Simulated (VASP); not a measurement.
Given:

```yaml
crystal:
  lattice:
    - [3.97847, 0.00000, 0.00000]
    - [0.00000, 3.97847, 0.00000]
    - [0.00000, 0.00000, 3.97847]
  atoms:
    - { symbol: K, position: [0.49854, 0.49879, 0.49919] }
    - { symbol: Mg, position: [0.00350, 0.00138, 0.99130] }
    - { symbol: F, position: [0.99627, 0.50010, 0.99601] }
    - { symbol: F, position: [0.50062, 0.99859, 0.00705] }
    - { symbol: F, position: [0.00108, 0.00114, 0.50644] }
```

Calculation: PBEsol GGA, VASP's PBE PAW potentials (set 64) (plane waves; VASP 6.6.1). Run with 400 eV cut-off, 6×6×6 Γ-centred mesh, Gaussian smearing of 0.010 eV, potentials K_sv Mg F.

At this cut-off the stress carries a Pulay error, which pulls relaxed volumes low.

Question: Predict the energy per atom (σ→0), pressure, largest force, band gap (on the k-mesh) with the smallest direct gap where there is one.

Answer: 
| Item | Result |
|---|---|
| band gap (on the k-mesh) | 7.19 eV |
| smallest direct gap (on the k-mesh) | 7.52 eV |
| energy per atom (σ→0) | -5.061 eV/atom |
| pressure | -7.87 GPa |
| largest force | 0.536 eV/Å |

The absolute energy has meaning only against runs of the same code, potentials and settings.

The structure comes from a computed database's KMgF3 entry; how it stands against other phases isn't given here. The cell was not relaxed at this level, atoms are displaced from their ideal sites.
